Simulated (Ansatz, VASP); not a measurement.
# CsPbCl3: VASP beside Ansatz, part 2 of 2

One calculation is typed for both programs; each brings its own data sets. How far apart do they land? The cell is taken from a series of runs on this material, whose earlier steps may have relaxed, scaled, displaced or heated it; both programs get it as it stands.

VASP 6.6.1 and Ansatz 0.2.0.

So far: Set-up; VASP: G0W0 gap, HF with an exact-exchange share of 1.

## (3) Ansatz: G0W0 gap, HF with an exact-exchange share of 1

Level of this step: Ansatz beside VASP: Kohn-Sham DFT, plane waves, HF (Ansatz).

Ansatz runs on its PAW soft_1 files.

The same cell, functional and mesh now go to Ansatz, which takes its cutoff from its data sets.

The input, input.yaml:

```yaml
crystal:
  lattice:
    - [5.605, 0.0, 0.0]
    - [0.0, 5.605, 0.0]
    - [0.0, 0.0, 5.605]
  atoms:
    - { symbol: Cs, position: [0.0, 0.0, 0.0] }
    - { symbol: Pb, position: [0.5, 0.5, 0.5] }
    - { symbol: Cl, position: [0.5, 0.5, 0.0] }
    - { symbol: Cl, position: [0.0, 0.5, 0.5] }
    - { symbol: Cl, position: [0.5, 0.0, 0.5] }
kpoints:
  mp_grid: { grid: [2, 2, 2] }
hamiltonian:
  xc: hf
  pseudopotentials: { kind: paw, azcp: { folder: soft_1 } }
scf:
  occupations: { method: fixed }
gw:
  n_empty_bands: 399
  ecut_chi: 100
  qp_bands: [v2, c2]
  qp_kpoints: band_edges
  screening: { model: contour_deformation }
```

On the command line:

```sh
ansatz run input.yaml --threads 2 --pin off --max-ram 92160MiB --backend cuda --events-out ev --progress --plain --runs-dir out --devices 1 --max-vram 13GiB
```

Numbers of over 12 decimals in the logs are rounded to 6 here.

Output:

```text
GPUs: using 1 of 1 available (devices: 1).
Engine: ansatz 0.2.0, x86_64-unknown-linux-gnu
Pseudopotentials: kind: paw
Pseudopotential: Cs, paw, valence charge 9, recommended cutoff 420 eV (normal), soft_1/Cs.paw.azcp
Pseudopotential: Pb, paw, valence charge 14, recommended cutoff 420 eV (normal), soft_1/Pb.paw.azcp
Pseudopotential: Cl, paw, valence charge 7, recommended cutoff 420 eV (normal), soft_1/Cl.paw.azcp
Functional definition: HF
  exchange = exact_x
  correlation = 0
davidson cushion auto → on  (no smearing: the cushion is to keep the highest requested band from converging to the state above it; pin scf.eigensolver.cushion to override)
device memory: the entry about to start is reckoned to put 1.2 GiB on a device that reports 69.1 GiB free (of which the cap on the GPU budget leaves the run 13.0 GiB)
GPU FFT provider: cuFFT
GPU libraries: cuBLAS 13.8.2, cuFFT 12.4.0, cuSOLVER 12.3.4
Crystal: 5 atoms, lattice volume = 176.087 Å³
Basis set: ecut = 420 eV, 3407 PW (Γ)
Bands: 27, of which v1, the nominal top of the filled ones, is band 22 counted from 1 (21 counted from 0)
Symmetry: 48 space group operations
Space group: Pm-3m (ITA 221), of the structure as read, at distance tolerance 5.6e-5 Å
k-points: 4 of 8
Non-local potential: Cs, projectors of the file, l = 0: 3, l = 1: 2, l = 2: 2, l = 3: 2
Non-local potential: Pb, projectors of the file, l = 0: 2, l = 1: 2, l = 2: 2, l = 3: 1
Non-local potential: Cl, projectors of the file, l = 0: 2, l = 1: 2, l = 2: 1
PAW form: soft (Blöchl's): semilocal exchange-correlation on the pseudo side does not see the compensation charge
PAW frozen core: Cs, regenerated for the run's functional, and the local potential with it (the file was generated under x = pbe(κ = 0.804, μ = 0.219515), c = pbe(β = 0.066725))
PAW frozen core: Pb, regenerated for the run's functional, and the local potential with it (the file was generated under x = pbe(κ = 0.804, μ = 0.219515), c = pbe(β = 0.066725))
PAW frozen core: Cl, regenerated for the run's functional, and the local potential with it (the file was generated under x = pbe(κ = 0.804, μ = 0.219515), c = pbe(β = 0.066725))
PAW one-centre angular grid: Cs, 194 points (default); XC on 64 Gauss nodes
PAW one-centre angular grid: Pb, 590 points (default); XC on 64 Gauss nodes
PAW one-centre angular grid: Cl, 110 points (default); XC on 64 Gauss nodes
Initial density: superposition of atomic densities (chi_scale 0.1, normalization cell, long waves kept (reshape's long-wave potential 0.01 eV rms))
Initial wavefunctions: pseudopotential atomic-orbital guess
GPU buffer pool allocated for 64000 grid points (all kernels)
GPU transforms: local potential and band sums: pruned to the plane-wave sphere, on 40×40×40
Functional: x = pbe(κ = 0.804, μ = 0.219515), c = none, warm-up for x = 0 pbe(κ = 0.804, μ = 0.219515) + 1 exact, c = none
SCF iter   1: F=—  HF=-20553.475727 eV  |F-HF|=—  |Δ(HF+E_count)|=         —  Δρ=2.07e-2  dr2=1.81e0  ethr=1.00e-1  ⟨swp⟩=5.8  Hψ=321  notcnv=0
preconditioner: auto → none  [insulator: Δε(μ)=1.723 eV  Ē_g=13.014 eV  n_scr=26 (ndim 8)  ℏωp=18.1 eV  f_vac=0.014]
iter 2 solved again at ethr=4.00e-4 eV; its pass at ethr=4.11e-3 eV (dr2=1.76e-1 eV) is discarded
SCF iter   2: F=—  HF=-20552.700808 eV  |F-HF|=—  |Δ(HF+E_count)|=   7.75e-1  Δρ=7.74e-3  dr2=1.76e-1  ethr=4.00e-4  ⟨swp⟩=8.5  Hψ=593  notcnv=0  defer=3
SCF iter   3: F=—  HF=-20552.651001 eV  |F-HF|=—  |Δ(HF+E_count)|=   4.98e-2  Δρ=2.89e-3  dr2=1.07e-2  ethr=4.00e-4  ⟨swp⟩=5.2  Hψ=312  notcnv=0  defer=2
SCF iter   4: F=—  HF=-20552.650943 eV  |F-HF|=—  |Δ(HF+E_count)|=   5.78e-5  Δρ=9.57e-4  dr2=1.44e-3  ethr=2.42e-5  ⟨swp⟩=5.0  Hψ=330  notcnv=0
SCF iter   5: F=-20552.651038 eV  HF=-20552.651072 eV  |F-HF|=3.42e-5  |Δ(HF+E_count)|=   1.29e-4  Δρ=1.48e-4  dr2=4.03e-5  ethr=3.27e-6  ⟨swp⟩=4.0  Hψ=333  notcnv=0
SCF 1 stopped early in 5 iterations: F = -20552.651038 eV  dr2 = 4.03e-5
  greatest PAW one-centre occupation: 0.984 electrons in one spin orbital (limit 2), on the Pb atom at site 1 (counted from 0), in its partial waves of l = 2
device memory: the entry about to start is reckoned to put 1.8 GiB on a device that reports 68.3 GiB free (of which the cap on the GPU budget leaves the run 13.0 GiB)
GPU FFT provider: cuFFT
GPU libraries: cuBLAS 13.8.2, cuFFT 12.4.0, cuSOLVER 12.3.4
Initial density: handed on by an earlier stage of this run
Initial wavefunctions: those handed on with the density
GPU buffer pool allocated for 64000 grid points (all kernels)
GPU transforms: local potential and band sums: pruned to the plane-wave sphere, on 40×40×40
Functional: x = 0 pbe(κ = 0.804, μ = 0.219515) + 1 exact, c = none
[...]
preconditioner: auto → none  [insulator: Δε(μ)=8.006 eV  Ē_g=17.370 eV  n_scr=26 (ndim 8)  ℏωp=14.3 eV  f_vac=0.061]
SCF iter   2: F=—  HF=-20581.980487 eV  |F-HF|=—  |Δ(HF+E_count)|=   7.84e-2  Δρ=4.08e-3  dr2=1.17e-1  ethr=9.17e-7  ⟨swp⟩=5.2  Hψ=449  notcnv=0
SCF iter   3: F=—  HF=-20582.302170 eV  |F-HF|=—  |Δ(HF+E_count)|=   3.22e-1  Δρ=3.46e-3  dr2=2.89e-2  ethr=9.17e-7  ⟨swp⟩=6.2  Hψ=531  notcnv=0
SCF iter   4: F=—  HF=-20582.327985 eV  |F-HF|=—  |Δ(HF+E_count)|=   2.58e-2  Δρ=1.27e-3  dr2=3.98e-3  ethr=9.17e-7  ⟨swp⟩=5.0  Hψ=430  notcnv=0
[...]
SCF iter   5: F=-20582.327318 eV  HF=-20582.327318 eV  |F-HF|=5.14e-8  |Δ(HF+E_count)|=   4.29e-7  Δρ=4.64e-6  dr2=7.63e-8  ethr=1.14e-10  ⟨swp⟩=3.5  Hψ=587  notcnv=0
SCF 3 converged in 5 iterations: F = -20582.327318 eV  dr2 = 7.63e-8
hybrid outer 2: dexx = +3.195e-4 eV, tail = 2.66e-5 eV, Δε = 5.18e-2 eV (about 4.54e-3 eV left of the loop's levels)
GPU FFT provider: cuFFT
GPU libraries: cuBLAS 13.8.2, cuFFT 12.4.0, cuSOLVER 12.3.4
GPU buffer pool allocated for 64000 grid points (all kernels)
GPU transforms: local potential and band sums: pruned to the plane-wave sphere, on 40×40×40
Exchange kernel: α = 1.0000, full range, Wigner–Seitz truncation, v(0) = 4306.7940 eV·Å³, q-mesh 2×2×2, nearest image of the exchange supercell L = 11.21 Å, pair-density grid 30×30×30, without the augmentation charges, whose exchange is taken in its separable form by FFT convolution over the k-point mesh (sized by the pseudopotential files, 40×40×40 at the most), smooth part of the exact exchange by density-matrix convolution in up to 1.22 GiB of GPU memory as planned if the GPU has room (build and FFT work areas not counted)
Frozen-core exchange: fock
SCF iter   1: F=—  HF=-20582.327339 eV  |F-HF|=—  |Δ(HF+E_count)|=         —  Δρ=3.37e-5  dr2=1.29e-6  ethr=3.02e-7  ⟨swp⟩=4.0  Hψ=263  notcnv=0
preconditioner: auto → none  [insulator: Δε(μ)=8.311 eV  Ē_g=17.468 eV  n_scr=26 (ndim 8)  ℏωp=14.3 eV  f_vac=0.074]
SCF iter   2: F=—  HF=-20582.327339 eV  |F-HF|=—  |Δ(HF+E_count)|=   7.89e-7  Δρ=1.81e-5  dr2=3.40e-7  ethr=2.33e-9  ⟨swp⟩=4.8  Hψ=334  notcnv=0  defer=2
SCF iter   3: F=-20582.327339 eV  HF=-20582.327339 eV  |F-HF|=4.15e-8  |Δ(HF+E_count)|=   4.73e-8  Δρ=4.20e-6  dr2=4.83e-8  ethr=6.68e-10  ⟨swp⟩=4.8  Hψ=345  notcnv=0  defer=2
SCF 4 converged in 3 iterations: F = -20582.327339 eV  dr2 = 4.83e-8
hybrid outer 3: dexx = +1.842e-6 eV, tail = 2.17e-7 eV, Δε = 9.04e-4 eV (about 1.16e-4 eV left of the loop's levels)
device memory: the entry about to start is reckoned to put 2.5 GiB on a device that reports 57.8 GiB free (of which the cap on the GPU budget leaves the run 13.0 GiB)
NSCF: frozen V_eff on 4 k-points
Exchange-term sweep: 0 of 4 (spin, k) points
Exchange-term sweep: 1 of 4 (spin, k) points
Exchange-term sweep: 2 of 4 (spin, k) points
Exchange-term sweep: 3 of 4 (spin, k) points
Exchange-term sweep: 4 of 4 (spin, k) points
G₀W₀ screening: q 1/4
[... further progress lines ...]
hybrid SCF converged: 3 outer / 13 inner (+5 warm-up), last move |dexx| = 1.84e-6 eV, tail = 2.17e-7 eV
Stability not checked: this state was not tested for a lower state beside it, because the functional holds exact exchange (a hybrid, or Hartree-Fock), whose exchange loop this test does not read (fock_operator; see scf.lower_state_search)
Free energy (F): -20582.327339 eV
Frozen-core exchange: fock
Harris-Foulkes:  -20582.327340 eV  (|F-HF|=4.15e-8)
Internal energy: -20582.327339 eV  (E = F + TS)
E sigma→0 (E₀):  -20582.327339 eV
Fermi energy:    1.860329 eV
--- Per-component energies (eV) ---
  E_band       = -502.814251
  E_kinetic    = 892.935325
  E_local      = -2598.228470  (includes V_loc(G=0)·N_el)
  E_nonlocal   = 416.839217
  E_hartree    = 982.906233
  E_xc         = 0.000000
  E_vxc        = 0.000000  (∫ρ·V_xc dr)
  E_exx        = -448.788759  (= α·E_x^exact, valence–valence)
  E_paw        = -17447.777099  (= ΣΔE_a)
  E_vpaw       = -282.598580  (= ΣTr[D̂ρ^β])
  E_aug_tail   = 0.000321  (compensation charges beyond the density's cutoff)
  E_ewald      = -2380.199303
  E_core_change = -0.014805  (= ΣΔE_core)
  E_smearing   = -0.000000  (= −TS)
  E_closure    = -0.000000  (closes the sum)
  Σ components = -20582.327339   (vs F -20582.327339, Δ=0.00e0)
--- Band table (eV) ---
  k-point 0: bands = [... 18 lower, -2.8956, -2.6775, -2.6775, -2.6775, 11.2764, 12.1899]
  k-point 1: bands = [... 18 lower, -3.0007, -2.8456, -2.8456, -0.7852, 11.5648, 12.8301]
  k-point 2: bands = [... 18 lower, -3.0861, -2.9359, -2.3186, 0.6268, 10.9226, 10.9226]
  k-point 3: bands = [... 18 lower, -2.3104, -2.3104, -2.3104, 1.8603, 10.1721, 10.1721]
  guard bands above this table: 3 of the run's 27 bands. The solve was not asked for them (output.publish_guard_bands: true or output.eigenvalues: true publishes all)
--- G₀W₀: contour deformation, 5 samples at zero and on the imaginary axis and 1 off it, 8 q-points, 399 empty bands' worth ---
  eigenvalues of the whole cell's RPA ε∞ on this k-mesh (on a slab, of 1 + 4πα/V) = 2.2039, 2.2039, 2.2039; static W/v taken at q = 0 is 0.453747
  bands read: the sum over 421 bands ends inside a degenerate multiplet in 2 slots, whose members it reads at an even weight; the widest, k=0: bands 420 to 422 (counted from 1) at 2/3 each
  gw.qp_kpoints: band_edges: 4 of 4 stored k-points solved, in 1 pass; an edge of the gap read off the rows below is read off those points alone
    ik  band        ε_KS         Σx   Σc(E_QP)       V_xc       Z   E_QP_lin       E_QP  E_QP is
     0    21     -2.6775   -20.7173     1.7491   -20.6607  0.8786    -0.9961    -0.9850  root
     0    22     -2.6775   -20.7173     1.7491   -20.6607  0.8786    -0.9961    -0.9850  root
     0    23     11.2764    -3.3445    -2.3781    -3.3911  0.9160     8.9609     8.9449  root
     0    24     12.1899    -2.8507    -2.2874    -2.8894  0.9171     9.9560     9.9412  root
     1    21     -2.8456   -20.4432     1.7585   -20.3911  0.8784    -1.1507    -1.1392  root
     1    22     -0.7852   -20.8436     1.1278   -20.7394  0.8879     0.2349     0.2384  root
     1    23     11.5648    -8.0004    -2.5043    -8.0721  0.9006     9.1500     9.1322  root
     1    24     12.8301    -3.7589    -2.3819    -3.7924  0.9136    10.4984    10.4818  root
     2    21     -2.3186   -20.8157     1.7367   -20.7572  0.8794    -0.6512    -0.6404  root
     2    22      0.6268   -20.7386     0.8836   -20.6180  0.8918     1.3879     1.3897  root
     2    23     10.9226    -7.3700    -2.4766    -7.4471  0.9028     8.5401     8.5231  root
     2    24     10.9226    -7.3700    -2.4766    -7.4471  0.9028     8.5401     8.5231  root
     3    21     -2.3104   -20.8343     1.7381   -20.7753  0.8793    -0.6420    -0.6312  root
     3    22      1.8603   -20.7919     0.7060   -20.6586  0.8944     2.4320     2.4330  root
     3    23     10.1721    -6.5870    -2.4366    -6.6668  0.9056     7.8314     7.8154  root
     3    24     10.1721    -6.5870    -2.4366    -6.6668  0.9056     7.8314     7.8154  root
```

The column dr2 measures how far the density is from self-consistency, as an energy; F and HF (Harris–Foulkes) agree once it is small.

## (4) Differences

Known differences besides the potentials themselves: exact exchange at q = 0 is treated differently, which shows on coarse meshes; VASP keeps PBE cores, Ansatz makes them for the functional; fixed occupations in Ansatz, narrow Gaussian smearing in VASP; the data sets hold 44 valence electrons in Ansatz (on its PAW soft_1 files) and 46 in VASP; the cutoff is 420 eV in Ansatz and 300 eV in VASP; Ansatz integrates over frequency by contour deformation, VASP on a grid of NOMEGA points; Ansatz's G0W0 levels solve the quasiparticle equation, VASP's are linearised. Total energies have different zeros and are not compared.

The two programs side by side:

| quantity | Ansatz | VASP | difference |
| --- | --- | --- | --- |
| G0W0 gap on the mesh (eV) | 5.38 | 5.84 | -0.46 |
| Kohn-Sham gap under it (eV) | 8.31 | 8.55 | -0.24 |

## (5) Results

- difference in G0W0 gap on the mesh (G0W0 gap, HF with an exact-exchange share of 1): -0.46 eV

In words: The difference in G0W0 gap on the mesh is -0.46 eV (G0W0 gap, HF with an exact-exchange share of 1). The data sets hold unlike numbers of valence electrons (44 in Ansatz and 46 in VASP), so part of the differences comes from the potentials. Part of the difference in the G0W0 gap can come from VASP's linearised levels. How closely two codes agree says nothing of how well the functional describes the real material.

[Lines on the potential files, build, host, timing and source positions are cut from VASP's logs without a mark.]

[Logs are printed without paths, hosts, clocks, repeated set-up lines and the standing remarks that a program may print on its own settings, such as how far it seeks lower states.]

[Hosts, paths, dates, database ids (printed as entryN), source tags and the programs' standing remarks are cut or masked in the printed files.]
